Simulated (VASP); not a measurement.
Data:

```
CELL_PARAMETERS angstrom
      0.00000     1.84854     1.84854
      1.84854     0.00000     1.84854
      1.84854     1.84854     0.00000
ATOMIC_POSITIONS crystal
  B  0.00000 0.00000 0.00000
  N  0.75000 0.75000 0.75000
```

All values below come from PBEsol GGA, VASP's PBE PAW potentials (set 64) (plane waves; VASP 6.6.1). Run with 400 eV cut-off, 8×8×8 Γ-centred mesh, Gaussian smearing of 0.010 eV, potentials B N.

At this cut-off the stress carries a Pulay error, which pulls relaxed volumes low.

**Question.** Give the stress tensor in GPa (positive for a compressed cell).

**Answer.** 
```
-30.72    0.00    0.00
  0.00  -30.72    0.00
  0.00    0.00  -30.72
```
The pressure is its mean diagonal, -30.72 GPa.

The structure comes from a computed database's BN entry; how it stands against other phases isn't given here. The cell was not relaxed at this level.
